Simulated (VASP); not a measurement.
OSZICAR of a VASP run on MoSe (space group P6/mmm):

File OSZICAR:
```
       N       E                     dE             d eps       ncg     rms          rms(c)
DAV:   1     0.410231811083E+03    0.41023E+03   -0.27471E+04   528   0.107E+03
DAV:   2    -0.221929234315E+02   -0.43242E+03   -0.42425E+03   512   0.352E+02
DAV:   3    -0.425707362663E+02   -0.20378E+02   -0.19733E+02   528   0.635E+01
DAV:   4    -0.431191262624E+02   -0.54839E+00   -0.52240E+00   548   0.904E+00
DAV:   5    -0.431319118200E+02   -0.12786E-01   -0.12608E-01   532   0.115E+00    0.240E+01
DAV:   6    -0.419406035900E+02    0.11913E+01   -0.85322E+00   488   0.139E+01    0.910E+00
DAV:   7    -0.417484430093E+02    0.19216E+00   -0.20228E+00   544   0.530E+00    0.557E+00
DAV:   8    -0.416787301849E+02    0.69713E-01   -0.38612E-01   512   0.301E+00    0.112E+00
DAV:   9    -0.416784684865E+02    0.26170E-03   -0.20870E-02   576   0.587E-01    0.352E-01
DAV:  10    -0.416786230569E+02   -0.15457E-03   -0.38659E-03   520   0.382E-01    0.987E-02
DAV:  11    -0.416786708173E+02   -0.47760E-04   -0.15050E-04   544   0.670E-02    0.448E-02
DAV:  12    -0.416787371856E+02   -0.66368E-04   -0.82751E-05   488   0.430E-02    0.109E-02
DAV:  13    -0.416787427515E+02   -0.55659E-05   -0.10897E-05   472   0.183E-02    0.369E-03
DAV:  14    -0.416787443367E+02   -0.15851E-05   -0.22443E-06   372   0.646E-03    0.150E-03
DAV:  15    -0.416787447121E+02   -0.37548E-06   -0.23732E-07   252   0.234E-03
   1 F= -.41678745E+02 E0= -.41551491E+02  d E =-.254507E+00
       N       E                     dE             ncg
       N       E                     dE             ncg
       N       E                     dE             ncg
       N       E                     dE             ncg
       N       E                     dE             ncg
       N       E                     dE             ncg
       N       E                     dE             ncg
       N       E                     dE             ncg
       N       E                     dE             ncg
```

### Question
Which electronic solver shows in the log?

### Answer
It is blocked Davidson (ALGO = Normal, or the opening steps of other solvers). The INCAR had ALGO = Normal.

### Question
Can the final energy be trusted as converged?

### Answer
The calculation finished and met its thresholds. It stopped with EDIFF = 1E-6, NELM = 100 (PBE GGA, plane waves, VASP's PBE PAW potentials (set 64)).

The structure was generated: MoSe was put into an ordered model structure, which need not be its known phase. The cell was not relaxed at this level. The k-mesh is coarse (spacing up to 0.48 per Å, 2π included), so the numbers may not be converged in it.
